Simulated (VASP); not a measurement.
These are PBE GGA, VASP's PBE PAW potentials (set 64) (plane waves; VASP) values and carry that method's errors.

VASP ran on this input.

**INCAR**
```
ALGO  =  Normal
EDIFF  =  1E-6
ENCUT  =  520
GGA  =  PE
ISIF  =  2
ISMEAR  =  0
LASPH  =  .TRUE.
LCHARG  =  .FALSE.
LREAL  =  .FALSE.
LWAVE  =  .FALSE.
NELM  =  100
PREC  =  Accurate
SIGMA  =  0.05
SYSTEM  =  AlN
```

**POSCAR**
```
AlN
1.0
  0.0000000000   2.1900000000   2.1900000000
  2.1900000000   0.0000000000   2.1900000000
  2.1900000000   2.1900000000   0.0000000000
Al N
1 1
direct
  0.0000000000   0.0000000000   0.0000000000
  0.2500000000   0.2500000000   0.2500000000
```

**KPOINTS**
```
Automatic mesh
0
Gamma
9 9 9
0 0 0
```

POTCAR, in this order: Al N (PBE.64 set). Program: vasp_std.

Output of the run:

**OSZICAR**
```
       N       E                     dE             d eps       ncg     rms          rms(c)
DAV:   1     0.108641428034E+02    0.10864E+02   -0.41416E+03   560   0.835E+02
DAV:   2    -0.166915052261E+02   -0.27556E+02   -0.26938E+02   760   0.144E+02
DAV:   3    -0.172078362918E+02   -0.51633E+00   -0.51633E+00   632   0.260E+01
DAV:   4    -0.172094237479E+02   -0.15875E-02   -0.15875E-02   872   0.139E+00
DAV:   5    -0.172094259874E+02   -0.22395E-05   -0.22395E-05   624   0.414E-02    0.859E+00
DAV:   6    -0.148596842983E+02    0.23497E+01   -0.13547E+01   600   0.237E+01    0.292E+00
DAV:   7    -0.148506263962E+02    0.90579E-02   -0.10476E-01   584   0.337E+00    0.199E+00
DAV:   8    -0.148447299449E+02    0.58965E-02   -0.18635E-02   648   0.189E+00    0.409E-01
DAV:   9    -0.148444240026E+02    0.30594E-03   -0.82231E-04   744   0.227E-01    0.206E-01
DAV:  10    -0.148445320763E+02   -0.10807E-03   -0.25547E-04   648   0.139E-01    0.311E-02
DAV:  11    -0.148445310286E+02    0.10477E-05   -0.49295E-06   672   0.181E-02    0.140E-02
DAV:  12    -0.148445312055E+02   -0.17691E-06   -0.10073E-06   496   0.981E-03
   1 F= -.14844531E+02 E0= -.14844531E+02  d E =-.703209E-19
```

OUTCAR:
```
------------------------ aborting loop because EDIFF is reached ----------------------------------------
  FORCE on cell =-STRESS in cart. coord.  units (eV):
  Direction    XX          YY          ZZ          XY          YZ          ZX
  --------------------------------------------------------------------------------------
  Total        0.3773921      0.3773921      0.3773921      0.0000000      0.0000000      0.0000000
  in kB       28.7833293     28.7833293     28.7833293      0.0000000      0.0000000      0.0000000
  external PRESSURE =      28.7833293 kB  Pullay stress =       0.0000000 kB
  volume of cell :       21.01
      direct lattice vectors                 reciprocal lattice vectors
     0.000000000  2.190000000  2.190000000    -0.228310502  0.228310502  0.228310502
     2.190000000  0.000000000  2.190000000     0.228310502 -0.228310502  0.228310502
     2.190000000  2.190000000  0.000000000     0.228310502  0.228310502 -0.228310502
  FREE ENERGIE OF THE ION-ELECTRON SYSTEM (eV)
  ---------------------------------------------------
  free  energy   TOTEN  =       -14.8445312055 eV

  energy  without entropy=      -14.8445312055  energy(sigma->0) =      -14.84453121
```
(Selected blocks of OUTCAR.)

The compound is AlN in the zinc blende structure, a metastable form; wurtzite is the usual one. The cell was not relaxed at this level.
